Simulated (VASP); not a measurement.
Here is the system:

```xyz
5
Lattice="2.2790 -3.9474 0.0000 2.2790 3.9474 0.0000 0.0000 0.0000 7.1790" Properties=species:S:1:pos:R:3 pbc="T T T"
Mg     2.2790    -3.9474     0.0000
Mg     2.2790     1.3158     4.5438
Mg     2.2790    -1.3158     2.6352
Sb     2.2790     1.3158     1.6073
Sb     2.2790    -1.3158     5.5717
```

These are PBEsol GGA, VASP's PBE PAW potentials (set 64) (plane waves; VASP) values and carry that method's errors. Settings: 400 eV cut-off, Gaussian smearing of 0.050 eV, potentials Mg Sb.

Unless said otherwise, spin-orbit coupling is left out, though it shifts the bands of the heavy elements here.

### Question
Estimate the band gap (along the path) with the smallest direct gap where there is one.

### Answer

```
Property                               Result
------------------------------------  -------
band gap (along the path)             0.18 eV
smallest direct gap (along the path)  1.07 eV
```

The absolute energy has meaning only against runs of the same code, potentials and settings.

The compound is Mg3Sb2 in the a-la2o3 structure. It was relaxed first.
